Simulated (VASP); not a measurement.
Here is the system:

```
CELL_PARAMETERS angstrom
      0.00000     3.50827     3.50827
      3.50827     0.00000     3.50827
      3.50827     3.50827     0.00000
ATOMIC_POSITIONS crystal
  La 0.00000 0.00000 0.00000
  Al 0.25000 0.25000 0.25000
```

Calculation: PBE GGA, VASP's PBE PAW potentials (set 64) (plane waves; VASP). Numerical set-up: 400 eV cut-off, 10×10×10 Γ-centred mesh, tetrahedra with Blöchl corrections, potentials La Al.

Question: Estimate the energy per atom (σ→0), band gap (on the k-mesh) with the smallest direct gap where there is one.

Answer: 
```
Quantity                                                    Result
------------------------  ----------------------------------------
band gap (on the k-mesh)  none (metal, semimetal or under 0.01 eV)
energy per atom (σ→0)                               -3525 meV/atom
```

The absolute energy has meaning only against runs of the same code, potentials and settings.

The structure was generated: LaAl was put into the zinc blende type (F-43m), which need not be its known phase. It was relaxed first, which changed the volume by -21 %.
